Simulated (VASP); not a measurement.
Input of a VASP 6.6.1 run:

File INCAR:

```
SYSTEM = SrAl
  PREC = Accurate
  ENCUT = 520
  EDIFF = 1E-6
  ISMEAR = 0
  SIGMA = 0.1
  LREAL = .False.
  LASPH = .True.
  NELM = 100
  ALGO = Fast
  ISIF = 2
  LWAVE = .False.
  LCHARG = .False.
  LDIPOL = .True.
  IDIPOL = 3
  DIPOL = 0.5 0.5 0.281
  GGA = PE
  NBANDS = 14
```

Contents of KPOINTS:

```
regular mesh
0
Gamma
  18 18 1
  0 0 0
```

POSCAR

```
SrAl
1.0
    3.6678825550      0.0000003160      0.0000000000
   -1.8339415512      3.1764793127      0.0000000000
    0.0000000000      0.0000000000     30.2631027712
Sr Al
1 1
Direct
    0.0000000000      0.0000000000      0.2261591112
    0.0000000000      0.0000000000      0.3355810425
```

Potentials or basis: VASP PAW PBE potentials, release 64 (Sr_sv, Al).

Command:

```console
$ cat potpaw_PBE.64/Sr_sv/POTCAR potpaw_PBE.64/Al/POTCAR > POTCAR
$ mpirun -np 1 vasp_std > vasp.out
```

What does it give for the largest force?

0.003 eV/Å.

Estimate the band gap on the k mesh.

none (metal or under the smearing width).

Forces in eV/Å, atoms in the order of the input:
```
Sr   0.000  0.000 -0.003
Al   0.000  0.000  0.003
```
